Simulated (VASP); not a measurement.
Energy against volume of PbSe (rock salt). Method: vdW-DF-cx, VASP's PBE PAW potentials (set 64) (plane waves; VASP). Run with 520 eV cut-off, 8×8×8 Γ-centred mesh, Gaussian smearing of 0.050 eV, potentials Pb_d Se.

| V (Å³/atom) | E (eV/atom) |
|---|---|
| 27.793 | -1.81084 |
| 28.653 | -1.81598 |
| 29.512 | -1.81249 |
| 30.372 | -1.80169 |

Task: Fit these four points and predict the energy of the run at 26.933 Å³/atom.

Result: A cubic in V^(−2/3), the third-order Birch-Murnaghan form, passes through the four points with V0 = 28.71 Å³/atom and B0 = 53 GPa, and gives -1.7955 eV/atom there. The run gave -1.7955 eV/atom, -0.0 meV/atom from the fit; all five points give B0 = 53 GPa.

The compound is PbSe in the rock salt structure. It was relaxed first.
